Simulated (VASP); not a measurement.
# Re2C: structure and properties in VASP, part 2 of 5

What structure does Re2C take at this level, and what are its properties? The start is a computed cell from the Materials Project.

VASP 6.6.1; r2SCAN; plane waves and PAW (Re, C).

Still holding for the runs below: The k-mesh is coarse for a metal.

So far. Step 2 (Full relaxation (r2SCAN)): It ends with forces under 0.001 eV/Å and a pressure of 0.04 GPa.

## 3. Density, ELF and potential (r2SCAN)

The relaxed cell gets a fresh self-consistent run, on a basis set for its own volume, to fix the density and to check the remaining stress.

Contents of INCAR:

```
SYSTEM = Re2C
PREC = Accurate
ENCUT = 520
EDIFF = 1E-06
NELM = 100
ISMEAR = 0
SIGMA = 0.05
LREAL = .FALSE.
ALGO = Normal
METAGGA = R2SCAN
LASPH = .TRUE.
NBANDS = 24
LORBIT = 11
LWAVE = .FALSE.
LCHARG = .TRUE.
ISIF = 2
LELF = .TRUE.
LVHAR = .TRUE.
```

Contents of POSCAR:

```
Re2C
1.0
    2.8504926418      0.0000000000      0.0000000000
   -1.4252463209      2.4685990411      0.0000000000
    0.0000000000      0.0000000000      9.8592584849
Re C
4 2
Direct
    0.3333333300      0.6666666700      0.6079885392
    0.6666666700      0.3333333300      0.1079885392
    0.6666666700      0.3333333300      0.3920114608
    0.3333333300      0.6666666700      0.8920114608
    0.3333333300      0.6666666700      0.2500000000
    0.6666666700      0.3333333300      0.7500000000
```

Contents of KPOINTS:

```
Automatic mesh
0
Gamma
9 9 3
0 0 0
```

The projector-augmented-wave data sets are Re and C (PBE family, release 64).

Command:

```console
$ mpirun -np 4 vasp_std
```

The log of the run:

```text
[banner, memory and clock lines left out]
running    4 mpi-ranks, on    1 nodes
 distrk:  each k-point on    4 cores,    1 groups
 distr:  one band on    1 cores,    4 groups

 POSCAR found type information on POSCAR ReC
 POSCAR found :  2 types and       6 ions
 [... a notice as in an earlier step ...]

 LDA part: xc-table for (None), standard interpolation
 POSCAR, INCAR and KPOINTS ok, starting setup
 FFT: planning ... GRIDC
 FFT: planning ... GRID_SOFT
 FFT: planning ... GRID
 WAVECAR not read
 entering main loop
       N       E                     dE             d eps       ncg     rms          rms(c)
DAV:   1     0.916628563127E+02    0.91663E+02   -0.16525E+04  2152   0.190E+03
DAV:   2    -0.196336750332E+03   -0.28800E+03   -0.27015E+03  2208   0.780E+02
DAV:   3    -0.232854693283E+03   -0.36518E+02   -0.33885E+02  2104   0.355E+02
DAV:   4    -0.237147409438E+03   -0.42927E+01   -0.41545E+01  2056   0.932E+01
DAV:   5    -0.237645483193E+03   -0.49807E+00   -0.45074E+00  2040   0.213E+01    0.678E+01
DAV:   6    -0.230309106717E+03    0.73364E+01   -0.28897E+01  2288   0.723E+01    0.238E+01
DAV:   7    -0.230033660703E+03    0.27545E+00   -0.48534E+00  1960   0.224E+01    0.103E+01
DAV:   8    -0.230028665474E+03    0.49952E-02   -0.49964E-01  1984   0.131E+01    0.793E-01
DAV:   9    -0.230008324524E+03    0.20341E-01   -0.13364E-01  2168   0.426E+00    0.318E-01
DAV:  10    -0.230010319433E+03   -0.19949E-02   -0.23672E-02  2080   0.217E+00    0.392E-01
DAV:  11    -0.230009821555E+03    0.49788E-03   -0.35331E-03  2128   0.949E-01    0.166E-01
DAV:  12    -0.230009908818E+03   -0.87263E-04   -0.14507E-03  2168   0.433E-01    0.571E-02
DAV:  13    -0.230009917813E+03   -0.89947E-05   -0.19854E-04  2096   0.144E-01    0.786E-02
DAV:  14    -0.230009885908E+03    0.31904E-04   -0.82086E-05  2200   0.134E-01    0.337E-02
DAV:  15    -0.230009883546E+03    0.23625E-05   -0.66591E-05  2192   0.918E-02    0.143E-02
DAV:  16    -0.230009882466E+03    0.10800E-05   -0.13880E-06  1216   0.344E-02    0.148E-02
DAV:  17    -0.230009882684E+03   -0.21843E-06   -0.90346E-06  1712   0.244E-02
   1 F= -.23000988E+03 E0= -.23000688E+03  d E =-.600940E-02
```

Run time: 34 s. Hardware: 4 MPI ranks of Intel Xeon 6975P-C (Granite Rapids), shared host; peak memory 0.6 GiB; 2 min of CPU time.

Parts of OUTCAR (step 3):

```text
  LATTYP: Found a hexagonal cell.
 ALAT       =     2.8504926418
 C/A-ratio  =     3.4587910666

 Found     24 irreducible k-points:

   ENCUT  =  520.0 eV  38.22 Ry    6.18 a.u.   5.30  5.30 18.33*2*pi/ulx,y,z

   NELECT =      36.0000    total number of electrons

 E-fermi :   8.6653

 k-point     1 :       0.0000    0.0000    0.0000
  band No.  band energies     occupation
    ...
     14       6.5488      2.00000
     15       6.5488      2.00000
     16       6.6672      2.00000
     17       6.6672      2.00000
     18       6.7334      2.00000
     19       9.0126      0.00000
     20       9.0643      0.00000
     21       9.0643      0.00000
     22       9.2101      0.00000
     23       9.2101      0.00000
    ...

 k-point     2 :       0.1111   -0.0000    0.0000
  band No.  band energies     occupation
    ...
     15       6.5038      2.00000
     16       6.6170      2.00000
     17       6.6517      2.00000
     18       6.9963      2.00000
     19       7.5435      2.00000
     20       9.0547      0.00000
     21       9.0686      0.00000
     22       9.4566      0.00000
     23      10.2970      0.00000
     24      10.7357      0.00000

  Total        0.0180669      0.0180669      0.0234548      0.0000000      0.0000000      0.0000000
  in kB        0.4172348      0.4172348      0.5416621      0.0000000      0.0000000      0.0000000
  external PRESSURE =       0.4587106 kB  Pullay stress =       0.0000000 kB

  energy-cutoff  :      520.00
  volume of cell :       69.38
      direct lattice vectors                 reciprocal lattice vectors
     2.850492642  0.000000000  0.000000000     0.350816552  0.202544031  0.000000000
    -1.425246321  2.468599041  0.000000000     0.000000000  0.405088061  0.000000000
     0.000000000  0.000000000  9.859258485     0.000000000  0.000000000  0.101427506

 POSITION                                       TOTAL-FORCE (eV/Angst)
 -----------------------------------------------------------------------------------
     -0.00000      1.64573      5.99432         0.000000     -0.000000     -0.000218
      1.42525      0.82287      1.06469         0.000000      0.000000     -0.000218
      1.42525      0.82287      3.86494         0.000000     -0.000000      0.000218
     -0.00000      1.64573      8.79457        -0.000000     -0.000000      0.000218
     -0.00000      1.64573      2.46481         0.000000     -0.000000      0.000000
      1.42525      0.82287      7.39444        -0.000000      0.000000      0.000000
 -----------------------------------------------------------------------------------
    total drift:                               -0.000001      0.000001     -0.000000

  FREE ENERGIE OF THE ION-ELECTRON SYSTEM (eV)
  ---------------------------------------------------
  free  energy   TOTEN  =      -230.0098826844 eV

  energy  without entropy=     -230.0038732817  energy(sigma->0) =     -230.00687798

 total charge
# of ion       s       p       d       tot
------------------------------------------
    1        0.581   0.764   4.894   6.239
    2        0.581   0.764   4.894   6.239
    3        0.581   0.764   4.894   6.239
    4        0.581   0.764   4.894   6.239
    5        0.874   1.529   0.000   2.403
    6        0.874   1.529   0.000   2.403
--------------------------------------------------
tot          4.073   6.112  19.575  29.761

[... 4 parts as in an earlier step ...]

[... 7 further parts left out ...]
```

Numbers from this step:

```
SCF cycles              : 17
free energy (TOTEN)     : -230.0099 eV
energy at zero smearing : -230.0069 eV
pressure                : 0.04587 GPa
```

Valence electrons inside each PAW sphere by angular momentum. Sphere charges, by row:

| atom | s (e) | p (e) | d (e) | tot (e) |
| --- | --- | --- | --- | --- |
| Re1 | 0.581 | 0.764 | 4.894 | 6.239 |
| Re2 | 0.581 | 0.764 | 4.894 | 6.239 |
| Re3 | 0.581 | 0.764 | 4.894 | 6.239 |
| Re4 | 0.581 | 0.764 | 4.894 | 6.239 |
| C5 | 0.874 | 1.529 | 0 | 2.403 |
| C6 | 0.874 | 1.529 | 0 | 2.403 |

Valence density in the ac plane at fractional y = 0.333, with atoms of Re and C within 0.2 Å of it. It is the smooth field of the valence electrons, not physical close to the nuclei.

Values in e/Å³, 24 rows by 15 columns, each cell a mean:
```
0.4 0.4 0.4 0.4 0.4 0.4 0.4 0.4 0.4 0.4 0.4 0.4 0.4 0.4 0.4
0.5 0.5 0.5 0.5 0.5 0.5 0.4 0.4 0.3 0.3 0.3 0.3 0.3 0.4 0.4
0.5 0.6 0.7 0.7 0.6 0.5 0.5 0.4 0.3 0.3 0.3 0.3 0.3 0.4 0.5
0.5 0.5 0.5 0.5 0.5 0.5 0.5 0.5 0.5 0.6 0.6 0.6 0.5 0.5 0.5
0.5 0.4 0.3 0.3 0.4 0.5 0.6 0.8 1.1 1.3 1.3 1.3 1.1 0.8 0.6
0.5 0.3 0.3 0.3 0.3 0.5 0.8 1.2 1.6 1.5 1.4 1.5 1.6 1.2 0.8
0.5 0.3 0.3 0.3 0.3 0.5 0.7 1.1 1.4 1.5 1.5 1.5 1.4 1.0 0.7
0.5 0.4 0.4 0.4 0.4 0.5 0.5 0.7 0.8 0.9 1.0 0.9 0.8 0.7 0.5
0.5 0.6 0.6 0.6 0.6 0.5 0.5 0.4 0.4 0.4 0.4 0.4 0.4 0.4 0.5
0.5 0.6 0.6 0.6 0.6 0.5 0.4 0.4 0.3 0.3 0.3 0.3 0.3 0.4 0.4
0.4 0.5 0.5 0.5 0.5 0.4 0.4 0.4 0.4 0.3 0.3 0.3 0.4 0.4 0.4
0.4 0.4 0.3 0.3 0.4 0.4 0.4 0.4 0.4 0.4 0.4 0.4 0.4 0.4 0.4
0.4 0.3 0.3 0.3 0.3 0.4 0.5 0.6 0.7 0.7 0.7 0.7 0.7 0.6 0.5
0.5 0.4 0.3 0.3 0.4 0.5 0.7 0.8 0.9 1.0 1.0 1.0 0.9 0.8 0.7
0.5 0.4 0.4 0.4 0.4 0.5 0.7 0.9 1.0 1.2 1.3 1.2 1.0 0.9 0.7
0.5 0.4 0.4 0.4 0.4 0.5 0.6 0.8 0.9 0.9 1.0 0.9 0.9 0.8 0.6
0.5 0.5 0.5 0.5 0.5 0.5 0.5 0.5 0.6 0.6 0.6 0.6 0.6 0.5 0.5
0.5 0.5 0.5 0.5 0.5 0.5 0.4 0.4 0.4 0.4 0.4 0.4 0.4 0.4 0.4
0.5 0.5 0.5 0.5 0.5 0.5 0.4 0.4 0.4 0.5 0.5 0.5 0.4 0.4 0.4
0.5 0.4 0.4 0.4 0.4 0.5 0.5 0.6 0.7 0.8 0.8 0.8 0.7 0.6 0.5
0.5 0.4 0.4 0.4 0.4 0.5 0.7 0.9 1.0 1.1 1.2 1.1 1.0 0.9 0.7
0.5 0.4 0.4 0.4 0.4 0.5 0.7 0.9 1.0 1.2 1.2 1.2 1.0 0.9 0.7
0.4 0.4 0.3 0.3 0.4 0.4 0.6 0.7 0.8 0.8 0.8 0.8 0.8 0.7 0.6
0.4 0.3 0.3 0.3 0.3 0.4 0.4 0.5 0.5 0.5 0.6 0.5 0.5 0.5 0.4
```
Columns run along a (2.9 Å), rows up along c (9.9 Å). Atoms in or near the plane, at fractional coordinates: Re at (0.67, 0.11), Re at (0.67, 0.39), C at (0.67, 0.75).

Electrostatic potential energy in the ac plane at fractional y = 0.333, with atoms of Re and C within 0.2 Å of it. With pseudopotentials it is smooth inside the atoms' cores, unlike the true potential.

Ten even steps from '_' (-36 eV) to '@' (0 eV), each cell a mean:
```
%%%%%%%%%%%%@@@@@@@@@@@@@@@@@@
##**++++**##%%@@@@@@@@@@@@@@%%
**++++++++**##%%@@@@@@@@@@%%##
##********##%%%%@@%%%%%%@@%%%%
%%%%%%%%%%%%%%##==::::::==##%%
@@@@@@@@@@@@%%--__..**..__--%%
@@@@@@@@@@@@%%++..__::__..++%%
%%########%%%%%%##******##%%%%
****++++****##%%@@@@@@@@@@%%##
**++++++++**##%%@@@@@@@@@@%%##
####****####%%@@@@@@@@@@@@@@%%
@@@@@@@@@@@@@@@@%%%%%%%%%%@@@@
%%@@@@@@@@%%##**++======++**##
##%%@@@@%%##++--::..__..::--++
**%%@@@@%%**==::..______..::==
##%%@@@@%%##++==::::..::::==++
%%@@@@@@@@%%%%##**++++++**##%%
@@@@@@@@@@@@@@@@%%%%%%%%%%@@@@
@@@@@@@@@@@@@@%%##########%%@@
%%@@@@@@@@%%**++==------==++##
**%%@@@@%%**==--..______..--==
**%%@@@@%%**==::..______..::==
##@@@@@@@@##**==--::::::--==**
@@@@@@@@@@@@%%####******####%%
```
Columns run along a (2.9 Å; values clipped at the 3rd and 97th percentile), rows up along c (9.9 Å). Atoms in or near the plane, at fractional coordinates: Re at (0.67, 0.11), Re at (0.67, 0.39), C at (0.67, 0.75).

ELF in the ac plane at fractional y = 0.333, with atoms of Re and C within 0.2 Å of it. It is the smooth field of the valence electrons, not physical close to the nuclei.

Values, 24 rows by 15 columns, each cell a mean:
```
0.39 0.30 0.23 0.23 0.30 0.39 0.46 0.49 0.47 0.43 0.41 0.43 0.47 0.49 0.46
0.30 0.23 0.18 0.18 0.23 0.30 0.33 0.35 0.37 0.38 0.38 0.38 0.37 0.35 0.33
0.26 0.24 0.22 0.22 0.25 0.27 0.26 0.26 0.28 0.30 0.31 0.30 0.28 0.26 0.26
0.30 0.26 0.25 0.25 0.26 0.30 0.36 0.44 0.53 0.57 0.58 0.57 0.53 0.44 0.36
0.44 0.27 0.19 0.19 0.27 0.44 0.62 0.73 0.73 0.65 0.60 0.65 0.73 0.73 0.62
0.58 0.35 0.21 0.21 0.35 0.58 0.74 0.74 0.53 0.19 0.08 0.19 0.53 0.74 0.74
0.53 0.31 0.19 0.19 0.31 0.53 0.71 0.76 0.64 0.41 0.30 0.41 0.64 0.76 0.71
0.35 0.25 0.21 0.21 0.25 0.35 0.49 0.62 0.69 0.69 0.68 0.69 0.69 0.62 0.49
0.28 0.26 0.25 0.25 0.26 0.28 0.28 0.31 0.36 0.41 0.42 0.41 0.36 0.31 0.28
0.27 0.23 0.19 0.19 0.23 0.27 0.28 0.28 0.29 0.31 0.31 0.31 0.29 0.28 0.28
0.33 0.25 0.19 0.19 0.25 0.33 0.39 0.43 0.45 0.44 0.43 0.44 0.45 0.43 0.39
0.44 0.37 0.31 0.31 0.37 0.44 0.48 0.46 0.41 0.36 0.34 0.36 0.41 0.46 0.48
0.39 0.43 0.45 0.45 0.43 0.39 0.36 0.31 0.23 0.16 0.13 0.16 0.23 0.31 0.36
0.30 0.35 0.44 0.43 0.35 0.30 0.22 0.11 0.03 0.01 0.00 0.01 0.03 0.11 0.22
0.27 0.32 0.40 0.40 0.32 0.26 0.16 0.04 0.01 0.00 0.00 0.00 0.01 0.05 0.16
0.30 0.35 0.43 0.43 0.35 0.30 0.24 0.15 0.07 0.03 0.02 0.03 0.07 0.15 0.24
0.44 0.52 0.56 0.56 0.52 0.44 0.35 0.29 0.23 0.19 0.18 0.19 0.23 0.29 0.35
0.58 0.62 0.63 0.63 0.62 0.58 0.50 0.40 0.34 0.32 0.31 0.32 0.34 0.40 0.50
0.53 0.59 0.61 0.61 0.59 0.53 0.43 0.35 0.29 0.27 0.26 0.27 0.29 0.35 0.44
0.35 0.43 0.49 0.49 0.43 0.35 0.29 0.23 0.16 0.11 0.09 0.11 0.16 0.23 0.29
0.28 0.33 0.40 0.40 0.33 0.27 0.19 0.08 0.02 0.01 0.00 0.01 0.02 0.08 0.19
0.27 0.33 0.42 0.42 0.33 0.27 0.16 0.05 0.01 0.00 0.00 0.00 0.01 0.05 0.17
0.33 0.38 0.45 0.45 0.38 0.33 0.29 0.20 0.11 0.05 0.04 0.05 0.11 0.20 0.29
0.44 0.43 0.41 0.41 0.43 0.44 0.43 0.38 0.32 0.26 0.24 0.26 0.32 0.38 0.43
```
Columns run along a (2.9 Å), rows up along c (9.9 Å). Atoms in or near the plane, at fractional coordinates: Re at (0.67, 0.11), Re at (0.67, 0.39), C at (0.67, 0.75).

In this run the pressure is 0.05 GPa, small enough to go on.

[end of part 2 of 5]

[Lines on the potential files, build, host, timing and source positions are cut from VASP's logs without a mark.]

[Logs are printed without paths, hosts, clocks, repeated set-up lines and the standing remarks that a program may print on its own settings, such as how far it seeks lower states.]

[Hosts, paths, dates, database ids (printed as entryN), source tags and the programs' standing remarks are cut or masked in the printed files.]

[A measured line is paired with the nearest computed mode of its activity, which favours agreement.]
